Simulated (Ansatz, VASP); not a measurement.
**Cross-check of MgTe2H4Cl2 between VASP and Ansatz**

Aim: how closely do two programs agree when they are given the same cell, functional and k mesh? The cell is invented: As first built, before any earlier steps moved the atoms (in the runner's words): Te for O in the MgH4Cl2O2 structure of space group C2/m. It may not be a known or stable phase. The two relaxations start from unlike cells of this crystal (the structure described is Ansatz's start), so only their ends are compared.

Main program and level: Ansatz 0.2.0; plane waves, with VASP 6.6.1 beside it; relaxation of cell and atoms at PBEsol.

## (1) The starting structure

Symmetry: C2/m, No. 12, monoclinic system. The conventional cell has a = 9.197 Å, b = 9.689 Å, c = 4.230 Å, α = 90.00°, β = 105.05°, γ = 90.00°. Nearest to Mg lie 2 Te at 2.34 Å and 4 Cl at 2.89 to 2.95 Å. H has 1 Te at 1.13 Å nearest. Nearest to Cl lie 2 H at 2.51 Å and 2 Mg at 2.89 to 2.95 Å. Nearest to Te lie 2 H at 1.13 Å and 1 Mg at 2.34 Å. It derives from MgH4Cl2O2. As first built, before any earlier steps moved the atoms (in the runner's words): Te for O in the MgH4Cl2O2 structure of space group C2/m. Farther neighbours and most contacts between anions are not listed.

## (2) Ansatz: relaxation of cell and atoms, PBEsol

Ansatz runs on its default PAW (the set named soft_2) files.

The relaxed volume is the usual yardstick between codes: in a stiff, nearly cubic crystal its relative difference is about their pressure difference at one cell divided by the bulk modulus.

Contents of input.yaml:

```yaml
crystal:
  lattice:
    - [4.5985555296, -4.8443910351, 0.0]
    - [4.5985555296, 4.8443910351, 0.0]
    - [-1.0985467149, 0.0, 4.0850030521]
  atoms:
    - { symbol: Mg, position: [0.0, 0.0, 0.0] }
    - { symbol: H, position: [0.599036, 0.220059, 0.851125] }
    - { symbol: H, position: [0.779941, 0.400964, 0.148875] }
    - { symbol: H, position: [0.400964, 0.779941, 0.148875] }
    - { symbol: H, position: [0.220059, 0.599036, 0.851125] }
    - { symbol: Cl, position: [0.773239, 0.773239, 0.382506] }
    - { symbol: Cl, position: [0.226761, 0.226761, 0.617494] }
    - { symbol: Te, position: [0.758903, 0.241097, 0.0] }
    - { symbol: Te, position: [0.241097, 0.758903, 0.0] }
kpoints:
  mp_grid: { grid: [4, 4, 6] }
scf:
  occupations: { method: gaussian, width: 0.03 }
hamiltonian:
  xc: pbesol
output:
  forces: true
  stress: true
relax:
  f_tol: 0.02
  max_steps: 60
  cell: {}
```

The run is started by

```sh
> ansatz run input.yaml --threads 2 --pin off --max-ram 4096MiB --backend cpu --events-out ev --progress --plain --runs-dir out
```

Numbers of over 12 decimals in the logs are rounded to 6 here.

The program printed:

```text
Engine: ansatz 0.2.0, x86_64-unknown-linux-gnu
Pseudopotentials: kind: paw
Pseudopotential: Mg, paw, valence charge 10, recommended cutoff 420 eV (normal), Mg.paw.azcp
Pseudopotential: H, paw, valence charge 1, recommended cutoff 420 eV (normal), H.paw.azcp
Pseudopotential: Cl, paw, valence charge 7, recommended cutoff 420 eV (normal), Cl.paw.azcp
Pseudopotential: Te, paw, valence charge 16, recommended cutoff 420 eV (normal), Te.paw.azcp
Functional definition: PBEsol
  exchange = pbesol_x
  correlation = pbesol_c
Crystal: 9 atoms, lattice volume = 182.005 Å³
Basis set: ecut = 420 eV, 3553 PW (Γ), exchange–correlation on 90×90×60 points (8 copies of the dense FFT grid, shifted against one another)
Bands: 39, of which v1, the nominal top of the filled ones, is band 30 counted from 1 (29 counted from 0)
Symmetry: 4 space group operations
Space group: C2/m (ITA 12), of the structure as read, at distance tolerance 5.7e-5 Å
k-points: 34 of 96
Non-local potential: Mg, projectors of the file, l = 0: 3, l = 1: 2, l = 2: 1
Non-local potential: H, projectors of the file, l = 0: 2, l = 1: 1
Non-local potential: Cl, projectors of the file, l = 0: 2, l = 1: 2, l = 2: 2
Non-local potential: Te, projectors of the file, l = 0: 2, l = 1: 2, l = 2: 2, l = 3: 2
PAW form: soft (Blöchl's): semilocal exchange-correlation on the pseudo side does not see the compensation charge
PAW frozen core: Mg, regenerated for the run's functional, and the local potential with it (the file was generated under x = pbe(κ = 0.804, μ = 0.219515), c = pbe(β = 0.066725))
PAW frozen core: Cl, regenerated for the run's functional, and the local potential with it (the file was generated under x = pbe(κ = 0.804, μ = 0.219515), c = pbe(β = 0.066725))
PAW frozen core: Te, regenerated for the run's functional, and the local potential with it (the file was generated under x = pbe(κ = 0.804, μ = 0.219515), c = pbe(β = 0.066725))
PAW one-centre angular grid: Mg, 110 points (default); XC on 64 Gauss nodes
PAW one-centre angular grid: H, 110 points (default); XC on 64 Gauss nodes
PAW one-centre angular grid: Cl, 110 points (default); XC on 64 Gauss nodes
PAW one-centre angular grid: Te, 590 points (default); XC on 64 Gauss nodes
Initial density: superposition of atomic densities (neutral atoms: chi_scale 0, normalization atom), corrected by the library's trained network
Initial wavefunctions: pseudopotential atomic-orbital guess
Functional: x = pbesol(κ = 0.804, μ = 0.123457), c = pbesol(β = 0.046)
SCF iter   1: F=—  HF=-17876.501542 eV  |F-HF|=—  |Δ(HF+E_count)|=         —  Δρ=7.19e-3  dr2=9.80e-2  ethr=1.77e-3  ⟨swp⟩=8.9  Hψ=7008  notcnv=0  defer=5
preconditioner: auto → Resta (q_TF=auto, 2.268 Å⁻¹)  ε∞=2.7  [insulator: Δε(μ)=3.983 eV  Ē_g=11.781 eV  σ=0.030 eV  W_gap=1.00  n_scr=40 (ndim 8)  ℏωp=15.6 eV  f_vac=0.142  D(μ)=0.00/eV (n_scr^D=0)  ε∞_Penn≈2.7]
SCF iter   2: F=—  HF=-17876.488857 eV  |F-HF|=—  |Δ(HF+E_count)|=   1.27e-2  Δρ=3.05e-3  dr2=1.33e-2  ethr=1.63e-4  ⟨swp⟩=2.9  Hψ=2841  notcnv=0  defer=63
SCF iter   3: F=—  HF=-17876.497768 eV  |F-HF|=—  |Δ(HF+E_count)|=   8.91e-3  Δρ=1.06e-3  dr2=2.01e-3  ethr=2.21e-5  ⟨swp⟩=2.1  Hψ=1962  notcnv=0  defer=63
SCF iter   4: F=—  HF=-17876.499509 eV  |F-HF|=—  |Δ(HF+E_count)|=   1.74e-3  Δρ=2.06e-4  dr2=1.07e-4  ethr=3.36e-6  ⟨swp⟩=2.0  Hψ=2050  notcnv=0  defer=63
SCF iter   5: F=—  HF=-17876.499563 eV  |F-HF|=—  |Δ(HF+E_count)|=   5.44e-5  Δρ=6.74e-5  dr2=1.05e-5  ethr=1.79e-7  ⟨swp⟩=2.0  Hψ=1744  notcnv=0  defer=63
SCF iter   6: F=—  HF=-17876.499567 eV  |F-HF|=—  |Δ(HF+E_count)|=   3.67e-6  Δρ=1.29e-5  dr2=4.02e-7  ethr=1.75e-8  ⟨swp⟩=2.0  Hψ=1940  notcnv=0  defer=63
SCF iter   7: F=-17876.499568 eV  HF=-17876.499568 eV  |F-HF|=7.10e-8  |Δ(HF+E_count)|=   8.18e-7  Δρ=4.45e-6  dr2=5.08e-8  ethr=1.67e-10  ⟨swp⟩=5.0  Hψ=4795  notcnv=0
SCF 1 converged in 7 iterations: F = -17876.499568 eV  dr2 = 5.08e-8
  greatest PAW one-centre occupation: 1.004 electrons in one spin orbital (limit 2), on the Te atom at site 8 (counted from 0), in its partial waves of l = 2
relax step   1: F+E_penalty+E_count = -17876.49956787 eV  Δ(F+E_penalty+E_count) = +0.000e0 eV  max|allowed force component| = 3.521e1 eV/Å  Δτ_max = 0.0000 Å  P = +47.178 GPa  Ω = 182.005 Å³  (7 SCF iters, dr2 threshold 1.00e-7 eV, accepted)
[...]
relax step  17: F+E_penalty+E_count = -17902.30865769 eV  Δ(F+E_penalty+E_count) = -2.551e-4 eV  max|allowed force component| = 2.978e-2 eV/Å  Δτ_max = 0.0262 Å  P = -0.016 GPa  Ω = 186.503 Å³  energy of the carried Pulay correction = -7.016e-4 eV  (7 SCF iters, dr2 threshold 3.60e-8 eV, accepted)
[...]
relax step  18: F+E_penalty+E_count = -17902.30918897 eV  Δ(F+E_penalty+E_count) = -5.313e-4 eV  max|allowed force component| = 2.741e-2 eV/Å  Δτ_max = 0.0107 Å  P = -0.035 GPa  Ω = 186.096 Å³  energy of the carried Pulay correction = -5.729e-4 eV  (6 SCF iters, dr2 threshold 5.54e-8 eV, accepted)
[...]
relax step  19: F+E_penalty+E_count = -17902.30924468 eV  Δ(F+E_penalty+E_count) = -5.572e-5 eV  max|allowed force component| = 5.219e-4 eV/Å  Δτ_max = 0.0014 Å  P = +0.001 GPa  Ω = 186.090 Å³  energy of the carried Pulay correction = -5.708e-4 eV  (4 SCF iters, dr2 threshold 4.69e-8 eV, accepted)
[...]
relax step  20: F+E_penalty+E_count = -17902.31007850 eV  Δ(F+E_penalty+E_count) = -8.338e-4 eV  max|allowed force component| = 4.021e-4 eV/Å  Δτ_max = 0.0000 Å  P = +0.001 GPa  Ω = 186.090 Å³  stress off target by 8.70e-3 GPa  SCF on the basis re-selected at this cell (its energy is not comparable with the rows above)  (6 SCF iters)
basis re-selected at this cell: Δ(F+E_penalty+E_count) = -8.338e-4 eV, ΔP = +0.000 GPa vs the last step (what re-selecting the basis moved, of the pressure what is left beyond the Pulay correction that the steps carried, after the strain that the cell walked since its last selection, with what the two solves' SCF thresholds leave and, on support functions, any second-order correction that the steps lacked; it is no measure of the basis error at this ecutwfc). The dense FFT grid was sized anew with the basis: this SCF ran on 50×50×27 points, the steps before it on 48×48×27, so part of this shift can come from that change (see relax.cell in the input reference). [rest of the remark cut]
SCF converged after 6 iterations
Free energy (F): -17902.310079 eV
Harris-Foulkes:  -17902.310079 eV  (|F-HF|=1.46e-11)
Internal energy: -17902.310079 eV  (E = F + TS)
E sigma→0 (E₀):  -17902.310079 eV
Fermi energy:    4.948273 eV
--- Per-component energies (eV) ---
  E_band       = -1102.583017
  E_kinetic    = 808.986793
  E_local      = -5806.823178  (includes V_loc(G=0)·N_el)
  E_nonlocal   = -454.967477
  E_hartree    = 2834.112176
  E_xc         = -519.616952
  E_vxc        = -530.235615  (∫ρ·V_xc dr)
  E_paw        = -10738.154588  (= ΣΔE_a)
  E_vpaw       = -787.763878  (= ΣTr[D̂ρ^β])
  E_aug_tail   = -0.004178  (compensation charges beyond the density's cutoff)
  E_ewald      = -4026.808031
  E_core_change = 0.965357  (= ΣΔE_core)
  E_smearing   = -0.000000  (= −TS)
  E_closure    = 0.000000  (closes the sum)
  Σ components = -17902.310079   (vs F -17902.310079, Δ=0.00e0)
--- Forces (eV/Å), atoms counted from 1 ---
  atom   1  Mg     0.00000000     0.00000000     0.00000000
  atom   2  H     -0.00035895     0.00025657    -0.00007297
  atom   3  H      0.00035895     0.00025657     0.00007297
  atom   4  H      0.00035895    -0.00025657     0.00007297
  atom   5  H     -0.00035895    -0.00025657    -0.00007297
  atom   6  Cl    -0.00017461     0.00000000     0.00038373
  atom   7  Cl     0.00017461    -0.00000000    -0.00038373
  atom   8  Te     0.00000000    -0.00040214     0.00000000
  atom   9  Te     0.00000000     0.00040214    -0.00000000
  max |Σ_I F_I| component: 8.13e-20 eV/Å
--- Stress (GPa, compression-positive) ---
       -0.003545       0.000000       0.001004
        0.000000       0.008696      -0.000000
        0.001004      -0.000000      -0.000942
  P = ⅓ Tr σ = 0.0014 GPa (0.014 kbar)
--- Relaxed structure (18 steps of the walk, 17 accepted, 2 SCFs on fresh bases) ---
  F+E_penalty+E_count = -17902.31007850 eV   max|allowed force component| = 4.021e-4 eV/Å   (the final SCF, on the basis selected at the relaxed cell)
  cell:  # Å, volume = 186.0905 Å³
    - [4.137535, -5.938106, 0.470331]
    - [4.137535, 5.938106, 0.470331]
    - [-0.570608, 0.0, 3.722217]
  atoms:
    - { symbol: Mg, position: [0, -5.581836546598141e-19, 4.747896623165207e-19] }
    - { symbol: H, position: [0.531733, 0.252630, 0.768469] }
    - { symbol: H, position: [0.747370, 0.468267, 0.231531] }
    - { symbol: H, position: [0.468267, 0.747370, 0.231531] }
    - { symbol: H, position: [0.252630, 0.531733, 0.768469] }
    - { symbol: Cl, position: [0.805801, 0.805801, 0.494814] }
    - { symbol: Cl, position: [0.194199, 0.194199, 0.505186] }
    - { symbol: Te, position: [0.734887, 0.265113, 0.0] }
    - { symbol: Te, position: [0.265113, 0.734887, 0.0] }
```

The column dr2 measures how far the density is from self-consistency, as an energy; F and HF (Harris–Foulkes) agree once it is small.

[end of part 1 of 2]

[Lines on the potential files, build, host, timing and source positions are cut from VASP's logs without a mark.]

[Logs are printed without paths, hosts, clocks, repeated set-up lines and the standing remarks that a program may print on its own settings, such as how far it seeks lower states.]

[Hosts, paths, dates, database ids (printed as entryN), source tags and the programs' standing remarks are cut or masked in the printed files.]
